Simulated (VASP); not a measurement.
Input:

```
O2Si
1.0
    4.20254     0.00000     0.00000
    0.00000     4.20254     0.00000
    0.00000     0.00000     2.68803
Si O
2 4
Cartesian
  4.20254   0.00000   0.00000
  2.10127   2.10127   1.34402
  1.28570   1.28570   0.00000
  3.38697   0.81557   1.34402
  0.81557   3.38697   1.34402
  2.91684   2.91684   0.00000
```

The numbers are results of revTPSS meta-GGA, VASP's PBE PAW potentials (set 64) (plane waves; VASP 6.6.1), not measurements. Numerical set-up: 520 eV cut-off, 6×6×9 Γ-centred mesh, tetrahedra with Blöchl corrections, potentials Si O.

Give the energies of bands 6 to 19 at the high-symmetry points, in eV from the valence-band maximum.

| band | Γ | X | M | Z | R | A |
|---|---|---|---|---|---|---|
| 6 | -6.38 | -9.29 | -7.91 | -9.46 | -9.38 | -10.72 |
| 7 | -6.38 | -4.57 | -5.88 | -6.87 | -8.09 | -8.16 |
| 8 | -6.28 | -4.57 | -5.88 | -6.87 | -8.09 | -8.16 |
| 9 | -5.36 | -4.45 | -4.00 | -6.31 | -6.48 | -4.50 |
| 10 | -5.06 | -4.45 | -4.00 | -6.31 | -6.48 | -4.50 |
| 11 | -3.11 | -3.88 | -3.24 | -4.57 | -3.97 | -4.43 |
| 12 | -3.11 | -3.88 | -3.24 | -4.57 | -3.97 | -4.43 |
| 13 | -2.47 | -2.66 | -2.69 | -3.09 | -2.27 | -1.75 |
| 14 | -0.87 | -2.66 | -2.69 | -3.09 | -2.27 | -1.75 |
| 15 | -0.87 | -1.07 | -2.27 | -2.68 | -1.76 | -1.55 |
| 16 | 0.00 | -1.07 | -2.27 | -2.68 | -1.76 | -1.55 |
| 17 | 5.49 | 7.76 | 7.50 | 9.32 | 8.96 | 7.31 |
| 18 | 6.77 | 7.76 | 7.50 | 9.32 | 8.96 | 7.31 |
| 19 | 8.52 | 9.11 | 10.15 | 12.61 | 9.99 | 11.09 |

The gap is direct, 5.49 eV, from the valence maximum at Γ to the conduction minimum at Γ.

The compound is SiO2 in the rutile structure, stishovite, a high-pressure form. It was relaxed first.
